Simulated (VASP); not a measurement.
```xyz
3
Lattice="0.0000 2.1645 2.1645 2.1645 0.0000 2.1645 2.1645 2.1645 0.0000" Properties=species:S:1:pos:R:3 pbc="T T T"
Be     1.0823     1.0823     1.0823
Be     3.2468     3.2468     3.2468
C      0.0000     0.0000     0.0000
```

These are PBE GGA, VASP's PBE PAW potentials (set 64) (plane waves; VASP) values and carry that method's errors. Settings: 520 eV cut-off, Gaussian smearing of 0.050 eV, potentials Be C.

Question: Give the energies of bands 2 to 7 at the high-symmetry points, in eV from the valence-band maximum.

Answer: 
```json
[
 {"band": "2", "Γ": "0.00", "X": "-6.77", "U": "-6.85", "L": "-8.72", "W": "-6.26"},
 {"band": "3", "Γ": "0.00", "X": "-4.73", "U": "-6.29", "L": "-1.83", "W": "-5.91"},
 {"band": "4", "Γ": "0.00", "X": "-4.73", "U": "-3.99", "L": "-1.83", "W": "-5.91"},
 {"band": "5", "Γ": "4.13", "X": "1.16", "U": "3.30", "L": "5.00", "W": "5.71"},
 {"band": "6", "Γ": "4.13", "X": "5.73", "U": "8.29", "L": "5.00", "W": "8.13"},
 {"band": "7", "Γ": "4.13", "X": "13.25", "U": "11.55", "L": "7.01", "W": "9.53"}
]
```

The gap is indirect, 1.16 eV, from the valence maximum at Γ to the conduction minimum at X.

The compound is Be2C in the antifluorite structure. It was relaxed first.
